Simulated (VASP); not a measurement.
These are r2SCAN meta-GGA, VASP's PBE PAW potentials (set 64) (plane waves; VASP 6.6.1) values and carry that method's errors.

VASP ran on this input.

**POSCAR**
```
BaTiO3
1.0
  2.8321404218   1.6351372404   2.3216166319
 -2.8321404218   1.6351372404   2.3216166319
  0.0000000000  -3.2702744808   2.3216166319
Ba Ti O
1 1 3
Direct
  0.0004703944   0.0004703944   0.0004703944
  0.5137200222   0.5137200222   0.5137200222
  0.4883711965   0.9801571903   0.4883711965
  0.4883711965   0.4883711965   0.9801571903
  0.9801571903   0.4883711965   0.4883711965
```

**INCAR**
```
# general
SYSTEM  = BaTiO3
PREC    = Accurate
ENCUT   = 520
LREAL   = .FALSE.
LASPH   = .TRUE.

# electronic loop
EDIFF   = 1E-6
NELM    = 100
ALGO    = Normal
LMAXMIX = 4
LMIXTAU = .TRUE.

# smearing
ISMEAR  = 0
SIGMA   = 0.05

# functional
METAGGA = R2SCAN

# ions
IBRION  = 2
NSW     = 60
ISIF    = 3
EDIFFG  = -0.02

# output
LWAVE   = .FALSE.
LCHARG  = .FALSE.
```

File KPOINTS:
```
Automatic mesh
0
Gamma
5 5 5
0 0 0
```

POTCAR, in this order: Ba_sv Ti_sv O (PBE.64 set). Program: vasp_std.

What VASP printed:

File OUTCAR:
```
 ion  position               nearest neighbor table
   1  0.000  0.000  0.000-   3 2.77   5 2.77   4 2.77   4 2.83   4 2.83   3 2.83   5 2.83   3 2.83
                             5 2.83   5 2.91   3 2.91   4 2.91   2 3.39   2 3.44   2 3.44   2 3.44
   2  0.514  0.514  0.514-   3 1.88   5 1.88   4 1.88   3 2.15   5 2.15   4 2.15   1 3.39   1 3.44
                             1 3.44   1 3.44   1 3.50   1 3.50   1 3.50   1 3.57
   3  0.488  0.980  0.488-   2 1.88   2 2.15   1 2.77   1 2.83   1 2.83   1 2.91
   4  0.488  0.488  0.980-   2 1.88   2 2.15   1 2.77   1 2.83   1 2.83   1 2.91
   5  0.980  0.488  0.488-   2 1.88   2 2.15   1 2.77   1 2.83   1 2.83   1 2.91
  LATTYP: Found a trigonal (rhomboedric) cell.
 ALAT       =     4.0105609290
 COS(alpha) =     0.0026457730
 Subroutine PRICEL returns:
 Original cell was already a primitive cell.
 Subroutine GETGRP returns: Found  6 space group operations
The static configuration has the point symmetry C_3v.
The dynamic configuration has the point symmetry C_3v.
 Subroutine INISYM returns: Found  6 space group operations
 Subroutine IBZKPT returns following result:
 Found     19 irreducible k-points:

 Following reciprocal coordinates:
            Coordinates               Weight
  0.000000  0.000000  0.000000      1.000000
  0.200000  0.000000  0.000000      6.000000
  0.400000  0.000000  0.000000      6.000000
  0.200000  0.200000  0.000000      6.000000
  0.400000  0.200000  0.000000     12.000000
 -0.400000  0.200000 -0.000000     12.000000
 -0.200000  0.200000  0.000000      6.000000
  0.400000  0.400000  0.000000      6.000000
 -0.400000  0.400000  0.000000      6.000000
  0.200000  0.200000  0.200000      2.000000
  0.400000  0.200000  0.200000      6.000000
 -0.400000  0.200000  0.200000      6.000000
 -0.200000  0.200000  0.200000      6.000000
  0.400000  0.400000  0.200000      6.000000
 -0.400000  0.400000  0.200000     12.000000
 -0.200000  0.400000  0.200000     12.000000
 -0.400000 -0.400000  0.200000      6.000000
  0.400000  0.400000  0.400000      2.000000
...
```

OSZICAR:
```
...
DAV:   1     0.420092068317E+03    0.42009E+03   -0.22060E+04   912   0.185E+03
DAV:   2    -0.478844968916E+02   -0.46798E+03   -0.45839E+03  1144   0.499E+02
DAV:   3    -0.948387899294E+02   -0.46954E+02   -0.45771E+02  1384   0.148E+02
DAV:   4    -0.968346044154E+02   -0.19958E+01   -0.19944E+01  1288   0.283E+01
DAV:   5    -0.969052616127E+02   -0.70657E-01   -0.70655E-01  1272   0.409E+00    0.244E+01
DAV:   6    -0.746350317292E+02    0.22270E+02   -0.51246E+01  1440   0.820E+01    0.751E+00
DAV:   7    -0.734671247796E+02    0.11679E+01   -0.53648E+00  1024   0.162E+01    0.471E+00
DAV:   8    -0.763365749766E+02   -0.28695E+01   -0.18342E+00  1144   0.118E+01    0.220E+00
DAV:   9    -0.739717595246E+02    0.23648E+01   -0.14051E+00   952   0.946E+00    0.101E+00
DAV:  10    -0.742572311454E+02   -0.28547E+00   -0.34009E-01  1088   0.482E+00    0.602E-01
DAV:  11    -0.738768516194E+02    0.38038E+00   -0.17376E-01  1024   0.380E+00    0.374E-01
DAV:  12    -0.742466304237E+02   -0.36978E+00   -0.16965E-01   952   0.364E+00    0.131E-01
DAV:  13    -0.742596323933E+02   -0.13002E-01   -0.75993E-03  1200   0.897E-01    0.758E-02
DAV:  14    -0.742589318402E+02    0.70055E-03   -0.17940E-03  1144   0.427E-01    0.591E-02
DAV:  15    -0.742604903413E+02   -0.15585E-02   -0.58952E-04   976   0.268E-01    0.362E-02
DAV:  16    -0.742606162089E+02   -0.12587E-03   -0.19683E-04  1384   0.104E-01    0.178E-02
DAV:  17    -0.742606143742E+02    0.18346E-05   -0.11973E-05  1088   0.358E-02    0.181E-02
DAV:  18    -0.742606121023E+02    0.22720E-05   -0.67740E-07   576   0.903E-03    0.153E-02
DAV:  19    -0.742606145802E+02   -0.24779E-05   -0.12832E-05   936   0.361E-02    0.879E-03
DAV:  20    -0.742606158549E+02   -0.12747E-05   -0.14209E-06   680   0.138E-02    0.524E-03
DAV:  21    -0.742606162337E+02   -0.37877E-06   -0.56316E-07   488   0.753E-03
   1 F= -.74260616E+02 E0= -.74260616E+02  d E =-.742606E+02
       N       E                     dE             d eps       ncg     rms          rms(c)
DAV:   1    -0.745474442049E+02   -0.28683E+00   -0.10546E+01  1072   0.366E+01    0.470E+00
DAV:   2    -0.742929106311E+02    0.25453E+00   -0.11322E+00  1120   0.999E+00    0.186E+00
DAV:   3    -0.742511126395E+02    0.41798E-01   -0.35510E-01  1016   0.374E+00    0.390E-01
DAV:   4    -0.742492208880E+02    0.18918E-02   -0.62695E-02  1144   0.185E+00    0.331E-01
DAV:   5    -0.742515346346E+02   -0.23137E-02   -0.49073E-03  1264   0.624E-01    0.165E-01
DAV:   6    -0.742538558521E+02   -0.23212E-02   -0.11361E-02  1360   0.541E-01    0.190E-01
DAV:   7    -0.742540110486E+02   -0.15520E-03   -0.10170E-03   952   0.299E-01    0.835E-02
DAV:   8    -0.742540818463E+02   -0.70798E-04   -0.68527E-04  1016   0.259E-01    0.325E-02
DAV:   9    -0.742543346782E+02   -0.25283E-03   -0.18347E-04  1000   0.131E-01    0.158E-02
DAV:  10    -0.742543391339E+02   -0.44557E-05   -0.28691E-05  1248   0.404E-02    0.566E-03
DAV:  11    -0.742543395197E+02   -0.38578E-06   -0.39062E-06   856   0.182E-02
   2 F= -.74254340E+02 E0= -.74254340E+02  d E =0.627671E-02
       N       E                     dE             d eps       ncg     rms          rms(c)
DAV:   1    -0.743669832432E+02   -0.11264E+00   -0.33416E+00  1096   0.204E+01    0.267E+00
DAV:   2    -0.742831784626E+02    0.83805E-01   -0.34743E-01  1136   0.547E+00    0.105E+00
DAV:   3    -0.742704125120E+02    0.12766E-01   -0.10709E-01  1160   0.223E+00    0.218E-01
DAV:   4    -0.742693572571E+02    0.10553E-02   -0.12677E-02  1232   0.869E-01    0.979E-02
DAV:   5    -0.742694882228E+02   -0.13097E-03   -0.90409E-03  1640   0.676E-01    0.142E-01
DAV:   6    -0.742707947394E+02   -0.13065E-02   -0.11644E-03  1056   0.294E-01    0.116E-01
DAV:   7    -0.742709624037E+02   -0.16766E-03   -0.69145E-04  1128   0.246E-01    0.322E-02
DAV:   8    -0.742711339667E+02   -0.17156E-03   -0.26229E-04  1120   0.157E-01    0.200E-02
DAV:   9    -0.742711783336E+02   -0.44367E-04   -0.37520E-05  1240   0.615E-02    0.537E-03
DAV:  10    -0.742711832567E+02   -0.49231E-05   -0.78971E-06  1200   0.255E-02    0.209E-03
DAV:  11    -0.742711841915E+02   -0.93483E-06   -0.20923E-06   728   0.124E-02
   3 F= -.74271184E+02 E0= -.74271184E+02  d E =-.105680E-01
       N       E                     dE             d eps       ncg     rms          rms(c)
DAV:   1    -0.742712036227E+02   -0.20366E-04   -0.80113E-04  1096   0.319E-01    0.412E-02
DAV:   2    -0.742711833551E+02    0.20268E-04   -0.82914E-05  1136   0.857E-02    0.162E-02
DAV:   3    -0.742711799706E+02    0.33845E-05   -0.26548E-05  1096   0.340E-02    0.326E-03
DAV:   4    -0.742711801921E+02   -0.22150E-06   -0.41509E-06   848   0.156E-02
   4 F= -.74271180E+02 E0= -.74271180E+02  d E =-.105640E-01
       N       E                     dE             d eps       ncg     rms          rms(c)
DAV:   1    -0.742720539322E+02   -0.87396E-03   -0.19619E-01  1008   0.382E+00    0.168E-01
DAV:   2    -0.742718724402E+02    0.18149E-03   -0.66705E-03   992   0.715E-01    0.108E-01
DAV:   3    -0.742717518698E+02    0.12057E-03   -0.79523E-04  1384   0.225E-01    0.473E-02
DAV:   4    -0.742717620805E+02   -0.10211E-04   -0.15748E-04  1336   0.122E-01    0.277E-02
DAV:   5    -0.742717612930E+02    0.78756E-06   -0.16231E-05  1128   0.380E-02    0.132E-02
DAV:   6    -0.742717608097E+02    0.48332E-06   -0.12660E-05  1392   0.297E-02    0.411E-03
DAV:   7    -0.742717619095E+02   -0.10999E-05   -0.17852E-06   520   0.149E-02    0.355E-03
DAV:   8    -0.742717607334E+02    0.11761E-05   -0.83072E-07   504   0.106E-02    0.120E-03
DAV:   9    -0.742717612943E+02   -0.56086E-06   -0.48835E-07   480   0.779E-03
   5 F= -.74271761E+02 E0= -.74271761E+02  d E =-.581102E-03
       N       E                     dE             d eps       ncg     rms          rms(c)
DAV:   1    -0.742720125994E+02   -0.25187E-03   -0.73305E-02  1008   0.233E+00    0.103E-01
DAV:   2    -0.742719431984E+02    0.69401E-04   -0.24901E-03   992   0.437E-01    0.662E-02
DAV:   3    -0.742718984987E+02    0.44700E-04   -0.29513E-04  1392   0.137E-01    0.288E-02
DAV:   4    -0.742719023057E+02   -0.38070E-05   -0.59152E-05  1344   0.745E-02    0.173E-02
DAV:   5    -0.742719017424E+02    0.56328E-06   -0.59476E-06  1016   0.232E-02
   6 F= -.74271902E+02 E0= -.74271902E+02  d E =-.721550E-03
       N       E                     dE             d eps       ncg     rms          rms(c)
DAV:   1    -0.742719198155E+02   -0.17510E-04   -0.90155E-03  1008   0.820E-01    0.355E-02
DAV:   2    -0.742719106242E+02    0.91913E-05   -0.30406E-04   992   0.155E-01    0.234E-02
DAV:   3    -0.742719060202E+02    0.46040E-05   -0.36992E-05  1416   0.490E-02    0.101E-02
DAV:   4    -0.742719065477E+02   -0.52751E-06   -0.75031E-06  1168   0.260E-02
   7 F= -.74271907E+02 E0= -.74271907E+02  d E =-.726356E-03
       N       E                     dE             d eps       ncg     rms          rms(c)
DAV:   1    -0.742719082777E+02   -0.22576E-05   -0.66092E-04   992   0.221E-01    0.103E-02
DAV:   2    -0.742719071874E+02    0.10904E-05   -0.25343E-05  1024   0.446E-02    0.578E-03
DAV:   3    -0.742719067095E+02    0.47790E-06   -0.28100E-06   864   0.144E-02
   8 F= -.74271907E+02 E0= -.74271907E+02  d E =-.726517E-03
       N       E                     dE             d eps       ncg     rms          rms(c)
DAV:   1    -0.742721660220E+02   -0.25883E-03   -0.24472E-02  1120   0.214E+00    0.139E-01
DAV:   2    -0.742720182859E+02    0.14774E-03   -0.23269E-03  1040   0.439E-01    0.645E-02
DAV:   3    -0.742719694465E+02    0.48839E-04   -0.43288E-04  1320   0.152E-01    0.238E-02
DAV:   4    -0.742719613169E+02    0.81296E-05   -0.69696E-05  1344   0.761E-02    0.156E-02
DAV:   5    -0.742719611995E+02    0.11739E-06   -0.76750E-06   976   0.236E-02
   9 F= -.74271961E+02 E0= -.74271961E+02  d E =-.544900E-04
```

OUTCAR:
```
------------------------ aborting loop because EDIFF is reached ----------------------------------------
  FORCE on cell =-STRESS in cart. coord.  units (eV):
  Direction    XX          YY          ZZ          XY          YZ          ZX
  --------------------------------------------------------------------------------------
  Total        0.0111029      0.0111029      0.0010886      0.0000000      0.0000000      0.0000000
  in kB        0.2706113      0.2706114      0.0265315      0.0000000      0.0000000      0.0000000
  external PRESSURE =       0.1892514 kB  Pullay stress =       0.0000000 kB
  volume of cell :       65.74
      direct lattice vectors                 reciprocal lattice vectors
     2.849414177  1.645110252  2.337212958     0.175474666  0.101310333  0.142620009
    -2.849414177  1.645110252  2.337212958    -0.175474666  0.101310333  0.142620009
    -0.000000000 -3.290220503  2.337212958     0.000000000 -0.202620665  0.142620009
 POSITION                                       TOTAL-FORCE (eV/Angst)
 -----------------------------------------------------------------------------------
     -0.00000     -0.00000      0.00251        -0.000000     -0.000000      0.005785
     -0.00000      0.00000      3.60166        -0.000000      0.000000      0.019674
     -1.39731      0.80674      4.57407        -0.001766      0.001019     -0.008486
     -0.00000     -1.61347      4.57407        -0.000000     -0.002039     -0.008486
      1.39731      0.80674      4.57407         0.001766      0.001019     -0.008486
 -----------------------------------------------------------------------------------
    total drift:                                0.000000      0.000006      0.004685
  FREE ENERGIE OF THE ION-ELECTRON SYSTEM (eV)
  ---------------------------------------------------
  free  energy   TOTEN  =       -74.2719611995 eV

  energy  without entropy=      -74.2719611995  energy(sigma->0) =      -74.27196120

 reached required accuracy - stopping structural energy minimisation
```
(Selected blocks of OUTCAR.)

### CONTCAR
```
BaTiO3
   1.00000000000000
     2.8494141772202641    1.6451102515070639    2.3372129575470519
    -2.8494141772202641    1.6451102515070639    2.3372129575470519
    -0.0000000000000000   -3.2902205030141278    2.3372129575470519
  Ba              Ti              O
     1     1     3
Direct
     0.0003576947615205    0.0003576947615205    0.0003576947615205
     0.5136684865788288    0.5136684865788288    0.5136684865788288
     0.4888930151253108    0.9792777883096706    0.4888930151246570
     0.4888930151246570    0.4888930151246570    0.9792777883103244
     0.9792777883096706    0.4888930151253108    0.4888930151246570
```

The structure comes from a computed database's BaTiO3 entry (R3m); how it stands against other phases isn't given here. This run relaxes it. Symmetry was kept, so distortions that lower it aren't found. The start is the result of an earlier pass.
